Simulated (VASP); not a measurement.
The input files of a VASP run:

File POSCAR:
```
LaMg
1
    5.6154700000     0.0000000000     0.0000000000
    0.0000000000     3.8014600000     0.0000000000
    0.0000000000     0.0000000000     5.7890100000
La Mg
2 2
Direct
  0.7500000000   0.0000000000   0.7931000000
  0.2500000000   0.0000000000   0.2069000000
  0.2500000000   0.5000000000   0.6932400000
  0.7500000000   0.5000000000   0.3067600000
```

INCAR:
```
SYSTEM=LaMg
PREC=Accurate; ENCUT=300; LREAL=.FALSE.
LASPH=.TRUE.
EDIFF=1E-6; NELM=100; ALGO=Normal
LMAXMIX=6
ISMEAR=0; SIGMA=0.05
GGA=PS
ISIF=2
LWAVE=.FALSE.; LCHARG=.FALSE.
```

**KPOINTS**
```
kpoints
0
gamma
5 8 5
0 0 0
```

POTCAR, in this order: La Mg (PBE.64 set). Program: vasp_std.

Task: Translate this PBEsol calculation to Ansatz.

Result: One equivalent input (not run):
Ansatz 0.2 input:
```yaml
crystal:
  lattice:
    - [5.6154700, 0.0000000, 0.0000000]
    - [0.0000000, 3.8014600, 0.0000000]
    - [0.0000000, 0.0000000, 5.7890100]
  atoms:
    - { symbol: La, position: [0.7500000, 0.0000000, 0.7931000] }
    - { symbol: La, position: [0.2500000, 0.0000000, 0.2069000] }
    - { symbol: Mg, position: [0.2500000, 0.5000000, 0.6932400] }
    - { symbol: Mg, position: [0.7500000, 0.5000000, 0.3067600] }
kpoints:
  mp_grid: { grid: [5, 8, 5] }
hamiltonian:
  xc: pbesol
  pseudopotentials: { kind: paw }
scf:
  occupations: { method: gaussian, width: 0.05 }
  max_iter: 100
output: { forces: true, stress: true, eigenvalues: true }
```
What does not carry over: each code has its own PAW files, so the cut-off isn't converted (ENCUT is set for VASP's; basis.ecutwfc is left out, and Ansatz then takes the one that its files recommend); Ansatz stops its SCF on the density residual and VASP on the energy change (EDIFF).

The structure comes from a computed database's LaMg entry (Pmma); how it stands against other phases isn't given here. The cell was not relaxed at this level. The run is one of a series of settings (GGA = PS, POTCAR La Mg (PBE.64 set) against the base run), some of them coarse on purpose.
